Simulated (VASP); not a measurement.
An input for Ansatz (written as the equivalent of a VASP run, and not itself run):

Ansatz 0.2 input:
```yaml
crystal:
  lattice:
    - [0.0000000, 3.1949849, 3.1949849]
    - [3.1949849, 0.0000000, 3.1949849]
    - [3.1949849, 3.1949849, 0.0000000]
  atoms:
    - { symbol: Rb, position: [0.0000000, 0.0000000, 0.0000000] }
    - { symbol: Br, position: [0.5000000, 0.5000000, 0.5000000] }
kpoints:
  mp_grid: { grid: [7, 7, 7] }
hamiltonian:
  xc: pbesol
  pseudopotentials: { kind: paw }
scf:
  occupations: { method: gaussian, width: 0.05 }
  max_iter: 100
relax:
  max_steps: 40
  f_tol: 0.02
  cell: { p_target: 10 }
output: { forces: true, stress: true, eigenvalues: true }
```

Task: Write the VASP files for the same calculation (PBEsol).

Result: This is not unique; one that fits is 
File KPOINTS:
```
Automatic mesh
0
Gamma
7 7 7
0 0 0
```

POSCAR:
```
RbBr
1
    0.0000000000     3.1949849293     3.1949849293
    3.1949849293     0.0000000000     3.1949849293
    3.1949849293     3.1949849293     0.0000000000
Rb Br
1 1
Direct
  0.0000000000   0.0000000000   0.0000000000
  0.5000000000   0.5000000000   0.5000000000
```

INCAR:
```
SYSTEM = RbBr
PREC = Accurate; ENCUT = 500; LREAL = .False.
LASPH = .True.
EDIFF = 1E-6; NELM = 100; ALGO = Normal
LMAXMIX = 4
ISMEAR = 0; SIGMA = 0.05
GGA = PS
IBRION = 2; NSW = 40; ISIF = 3
EDIFFG = -0.02; PSTRESS = 100
LWAVE = .False.; LCHARG = .False.
```

POTCAR, in this order: Rb_sv Br (PBE.64 set). Program: vasp_std.

The two are equivalent in intent, not identical: each code has its own PAW files, so the cut-off isn't converted (ENCUT is set for VASP's; basis.ecutwfc is left out, and Ansatz then takes the one that its files recommend); Ansatz stops its SCF on the density residual and VASP on the energy change (EDIFF).

The compound is RbBr in the rock salt structure. This run relaxes it under an external pressure of 10 GPa. Symmetry was kept, so distortions that lower it aren't found.
